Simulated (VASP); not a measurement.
```xyz
2
Lattice="1.3700 -2.3729 0.0000 1.3700 2.3729 0.0000 0.0000 0.0000 4.3900" Properties=species:S:1:pos:R:3 pbc="T T T"
Tc     1.3700     0.7910     1.0975
Tc     1.3700    -0.7910     3.2925
```

Calculation: PBE GGA with D4 dispersion, VASP's PBE PAW potentials (set 64) (plane waves; VASP). Run with 520 eV cut-off, 14×14×8 Γ-centred mesh, first-order Methfessel-Paxton smearing of 0.10 eV, potentials Tc_pv.

### Question
The ions, cell shape and volume are relaxed. What does this cell relax into?

### Answer

```xyz
2
Lattice="1.3648 -2.3639 0.0000 1.3648 2.3639 0.0000 0.0000 0.0000 4.3727" Properties=species:S:1:pos:R:3 pbc="T T T"
Tc     1.3648     0.7880     1.0932
Tc     1.3648    -0.7880     3.2796
```
Space group P6_3/mmc (194), at a tolerance of 0.03 Å.

### Question
How do energy and volume change from the first to the last step?

### Answer
The energy (σ→0) changes by -1.9 meV/atom and the volume by -1.2 %, in 3 ionic steps.

| step | E(σ→0) (eV) | max force (eV/Å) | pressure (GPa) | volume (Å³) |
|---|---|---|---|---|
| 1 | -21.9108 | 0.000 | -3.64 | 28.54 |
| 2 | -21.8782 | 0.000 | 12.31 | 27.22 |
| 3 | -21.9147 | 0.000 | -0.07 | 28.21 |

The compound is Tc in the hcp structure. This run relaxes it. Symmetry was kept, so distortions that lower it aren't found.
